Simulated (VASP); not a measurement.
Consider the following.

```yaml
crystal:
  lattice:
    - [2.87406, 0.00000, 0.00000]
    - [0.00000, 2.96029, 0.00000]
    - [0.00000, 0.00000, 2.96029]
  atoms:
    - { symbol: Ga, position: [0.00000, 0.00000, 0.00000] }
    - { symbol: Ni, position: [0.50000, 0.50000, 0.50000] }
```

Level of theory: r2SCAN meta-GGA, VASP's PBE PAW potentials (set 64) (plane waves; VASP 6.6.1). Settings: 480 eV cut-off, 12×12×12 Γ-centred mesh, first-order Methfessel-Paxton smearing of 0.10 eV, potentials Ga_d Ni.

### Question
Predict the energy per atom (σ→0), pressure, band gap (on the k-mesh) with the smallest direct gap where there is one.

### Answer

The band gap (on the k-mesh) comes out as none (metal, semimetal or under 0.01 eV) and the energy per atom (σ→0) is -12051 meV/atom. The pressure comes out as -8.35 GPa.

The absolute energy has meaning only against runs of the same code, potentials and settings.

The structure comes from a computed database's GaNi entry (Pm-3m); how it stands against other phases isn't given here. This cell was strained or had an atom moved on purpose. The run is not spin-polarised, so no magnetic state was tried. The electron count is odd and the run is not spin-polarised, which forces a metal.
